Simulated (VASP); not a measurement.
All values below come from optB86b-vdW, VASP's PBE PAW potentials (set 64) (plane waves; VASP).

The input files of a VASP run:

### POSCAR
```
ZnS
1
    1.9097335879    -3.3077555607     0.0000000000
    1.9097335879     3.3077555607     0.0000000000
    0.0000000000     0.0000000000     6.2624326114
Zn S
2 2
Direct
  0.6666670000   0.3333330000   0.5002260616
  0.3333330000   0.6666670000   0.0002260616
  0.6666670000   0.3333330000   0.8747739384
  0.3333330000   0.6666670000   0.3747739384
```

**INCAR**
```
AGGAC = 0.0
ALGO = Normal
EDIFF = 1E-7
ENCUT = 520
GGA = MK
ISIF = 2
ISMEAR = -5
LASPH = .TRUE.
LCHARG = .TRUE.
LEFG = .TRUE.
LMAXMIX = 4
LORBIT = 11
LREAL = .FALSE.
LUSE_VDW = .TRUE.
LWAVE = .FALSE.
NEDOS = 601
NELM = 100
PARAM1 = 0.1234
PARAM2 = 1.0
PREC = Accurate
SYSTEM = ZnS
```

### KPOINTS
```
Automatic mesh
0
Gamma
8 8 4
0 0 0
```

POTCAR, in this order: Zn S (PBE.64 set). Program: vasp_std.

The run wrote:

File OSZICAR:
```
       N       E                     dE             d eps       ncg     rms          rms(c)
DAV:   1     0.245264082864E+03    0.24526E+03   -0.17640E+04  1320   0.198E+03
DAV:   2     0.170868472093E+02   -0.22818E+03   -0.22371E+03  1356   0.380E+02
DAV:   3    -0.505179834452E+01   -0.22139E+02   -0.22045E+02  1578   0.120E+02
DAV:   4    -0.555913546910E+01   -0.50734E+00   -0.50684E+00  1524   0.186E+01
DAV:   5    -0.556837912982E+01   -0.92437E-02   -0.92425E-02  1608   0.246E+00    0.986E+00
DAV:   6    -0.474150064554E+01    0.82688E+00   -0.19870E+00  2046   0.423E+01    0.765E+00
DAV:   7    -0.477969281858E+01   -0.38192E-01   -0.18669E+00  1470   0.786E+00    0.333E+00
DAV:   8    -0.476050620942E+01    0.19187E-01   -0.11840E-01  1754   0.453E+00    0.109E+00
DAV:   9    -0.476107490152E+01   -0.56869E-03   -0.19057E-02  1866   0.252E+00    0.266E-01
DAV:  10    -0.476119374798E+01   -0.11885E-03   -0.12053E-03  1488   0.377E-01    0.157E-01
DAV:  11    -0.476132242193E+01   -0.12867E-03   -0.15178E-04  1542   0.971E-02    0.400E-02
DAV:  12    -0.476133564358E+01   -0.13222E-04   -0.22606E-05  1668   0.627E-02    0.110E-02
DAV:  13    -0.476133635742E+01   -0.71384E-06   -0.17982E-06  1598   0.162E-02    0.612E-03
DAV:  14    -0.476133655169E+01   -0.19427E-06   -0.54824E-07  1486   0.939E-03    0.142E-03
DAV:  15    -0.476133655316E+01   -0.14725E-08   -0.41714E-08  1098   0.171E-03
   1 F= -.47613366E+01 E0= -.47613366E+01  d E =0.000000E+00
```

**OUTCAR**
```
------------------------ aborting loop because EDIFF is reached ----------------------------------------
  FORCE on cell =-STRESS in cart. coord.  units (eV):
  Direction    XX          YY          ZZ          XY          YZ          ZX
  --------------------------------------------------------------------------------------
  Total       -0.0321965     -0.0321965      0.0412623      0.0000000     -0.0000000      0.0000000
  in kB       -0.6519877     -0.6519877      0.8355739      0.0000000     -0.0000000      0.0000000
  external PRESSURE =      -0.1561338 kB  Pullay stress =       0.0000000 kB
  volume of cell :       79.12
      direct lattice vectors                 reciprocal lattice vectors
     1.909733588 -3.307755561  0.000000000     0.261816624 -0.151159900  0.000000000
     1.909733588  3.307755561  0.000000000     0.261816624  0.151159900  0.000000000
     0.000000000  0.000000000  6.262432611     0.000000000  0.000000000  0.159682357
  FREE ENERGIE OF THE ION-ELECTRON SYSTEM (eV)
  ---------------------------------------------------
  free  energy   TOTEN  =        -4.7613365532 eV

  energy  without entropy=       -4.7613365532  energy(sigma->0) =       -4.76133655

 total charge

# of ion       s       p       d       tot
------------------------------------------
    1        0.522   0.475   9.802  10.800
    2        0.522   0.475   9.802  10.800
    3        1.318   2.430   0.000   3.748
    4        1.318   2.430   0.000   3.748
--------------------------------------------------
tot          3.680   5.810  19.605  29.095

 Electric field gradients after diagonalization (V/A^2)
 (convention: |V_zz| > |V_xx| > |V_yy|)
----------------------------------------------------------------------
 ion       V_xx      V_yy      V_zz     asymmetry (V_yy - V_xx)/ V_zz
----------------------------------------------------------------------
   1      -0.295    -0.282     0.577       0.022
   2      -0.295    -0.282     0.577       0.022
   3      -1.243    -1.242     2.485       0.000
   4      -1.243    -1.242     2.485       0.000
```
(Selected blocks of OUTCAR.)

The compound is ZnS in the wurtzite structure, the high-temperature form. It was relaxed first.
